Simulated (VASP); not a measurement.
OSZICAR of a VASP run on Cs (bcc):

OSZICAR:
```
       N       E                     dE             d eps       ncg     rms          rms(c)
DAV:   1     0.525532093450E+02    0.52553E+02   -0.27277E+03   464   0.650E+02
DAV:   2     0.412546360946E+01   -0.48428E+02   -0.47930E+02   608   0.116E+02
DAV:   3    -0.774178074722E+00   -0.48996E+01   -0.48997E+01   464   0.453E+01
DAV:   4    -0.842320797450E+00   -0.68143E-01   -0.68140E-01   872   0.675E+00
DAV:   5    -0.842360342356E+00   -0.39545E-04   -0.39545E-04   584   0.104E-01    0.130E-01
DAV:   6    -0.843053918669E+00   -0.69358E-03   -0.13401E-03   776   0.211E-01    0.893E-02
DAV:   7    -0.844130613860E+00   -0.10767E-02   -0.36675E-03   592   0.360E-01    0.355E-02
DAV:   8    -0.844219596760E+00   -0.88983E-04   -0.13144E-04   752   0.869E-02    0.408E-03
DAV:   9    -0.844221114556E+00   -0.15178E-05   -0.29638E-06   776   0.103E-02    0.263E-03
DAV:  10    -0.844220485475E+00    0.62908E-06   -0.81566E-07   656   0.480E-03
   1 F= -.84422049E+00 E0= -.84328769E+00  d E =-.279838E-02
```

Q: Which electronic solver shows in the log?

A: It is blocked Davidson (ALGO = Normal, or the opening steps of other solvers). The INCAR had ALGO = Normal.

Q: Can the final energy be trusted as converged?

A: The calculation finished and met its thresholds. It stopped with EDIFF = 1E-6, NELM = 100 (PBE GGA, plane waves, VASP's PBE PAW potentials (set 64)).

The compound is Cs in the bcc structure. The cell was not relaxed at this level.
